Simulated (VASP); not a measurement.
Here is the system:

```
CELL_PARAMETERS angstrom
     -1.49397     1.49397     1.49397
      1.49397    -1.49397     1.49397
      1.49397     1.49397    -1.49397
ATOMIC_POSITIONS crystal
  V  0.00000 0.00000 0.00000
```

Method: PBE GGA, VASP's PBE PAW potentials (set 64) (plane waves; VASP). Run with 480 eV cut-off, 16×16×16 Γ-centred mesh, first-order Methfessel-Paxton smearing of 0.10 eV, potentials V_sv.

Energy and stress use the plane-wave basis of the starting cell.

Task: The ions, cell shape and volume at an external pressure of 20.0 GPa are relaxed. Give the cell that the relaxation ends in.

Result: 
```
CELL_PARAMETERS angstrom
     -1.45291     1.45291     1.45291
      1.45291    -1.45291     1.45291
      1.45291     1.45291    -1.45291
ATOMIC_POSITIONS crystal
  V  0.00000 0.00000 0.00000
```
Space group Im-3m (229), at a tolerance of 0.03 Å.

Task: How do energy and volume change from the first to the last step?

Result: The energy (σ→0) changes by +68.0 meV/atom and the volume by -8.0 %, in 7 ionic steps.

```csv
step,E(σ→0) (eV),max force (eV/Å),pressure (GPa),volume (Å³)
1,-8.9868,0.000,1.63,13.34
2,-8.4824,0.000,68.68,10.60
3,-8.9250,0.000,18.96,12.32
4,-8.9197,0.000,19.85,12.28
5,-8.9172,0.000,20.28,12.25
6,-8.9213,0.000,19.58,12.29
7,-8.9188,0.000,20.01,12.27
```

The compound is V in the bcc structure. This run relaxes it under an external pressure of 20 GPa. Symmetry was kept, so distortions that lower it aren't found. The run is not spin-polarised, so no magnetic state was tried.
